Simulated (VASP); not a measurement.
Computed with PBEsol GGA, VASP's PBE PAW potentials (set 64) (plane waves; VASP).

VASP ran on this input.

**INCAR**
```
ALGO  =  Normal
EDIFF  =  1E-7
ENCUT  =  400
GGA  =  PS
ISIF  =  2
ISMEAR  =  -5
LASPH  =  .TRUE.
LCHARG  =  .TRUE.
LEFG  =  .TRUE.
LMAXMIX  =  4
LORBIT  =  11
LREAL  =  .FALSE.
LWAVE  =  .FALSE.
NEDOS  =  601
NELM  =  100
PREC  =  Accurate
SYSTEM  =  BeZn3Te4
```

File POSCAR:
```
BeZn3Te4
1
   -0.0000000000     2.9787826611     2.9787826611
    2.9787826611    -0.0000000000     2.9787826611
   11.9211251364    11.9211251364    -0.0059944921
Zn Te Be
3 4 1
Direct
  0.0102982297   0.0102982297   0.9922763278
  0.0004459354   0.0004459354   0.2496655484
  0.9915057817   0.9915057817   0.5063706637
  0.2537656947   0.2537656947   0.0596757289
  0.2445604346   0.2445604346   0.3165796741
  0.2350694503   0.2350694503   0.5736979123
  0.2645140391   0.2645140391   0.8016144707
  0.9998404345   0.9998404345   0.7501196741
```

### KPOINTS
```
Automatic mesh
0
Gamma
7 7 2
0 0 0
```

POTCAR, in this order: Zn Te Be (PBE.64 set). Program: vasp_std.

Unless said otherwise, spin-orbit coupling is left out, though it shifts the bands of the heavy elements here.

Predict the energy per atom (σ→0), band gap (on the k-mesh).

```
Item                               Value
------------------------  --------------
energy per atom (σ→0)     -3.223 eV/atom
band gap (on the k-mesh)         1.60 eV
```

File OSZICAR:
```
...
DAV:  11    -0.257877485587E+02   -0.66675E-04   -0.15369E-03  3172   0.460E-01    0.395E-02
DAV:  12    -0.257877483236E+02    0.23506E-06   -0.38214E-04  3249   0.288E-01    0.291E-02
DAV:  13    -0.257877543927E+02   -0.60690E-05   -0.50352E-05  2825   0.600E-02    0.165E-02
DAV:  14    -0.257877602957E+02   -0.59030E-05   -0.30161E-05  2716   0.810E-02    0.525E-03
DAV:  15    -0.257877601384E+02    0.15722E-06   -0.47183E-06  2689   0.317E-02    0.445E-03
DAV:  16    -0.257877600732E+02    0.65234E-07   -0.12528E-06  2955   0.133E-02    0.165E-03
DAV:  17    -0.257877600836E+02   -0.10410E-07   -0.36823E-07  2258   0.572E-03
   1 F= -.25787760E+02 E0= -.25787760E+02  d E =0.000000E+00
```

The structure was generated: BeZn3Te4 was put into an ordered model structure (R3m), which need not be its known phase. It was relaxed first.
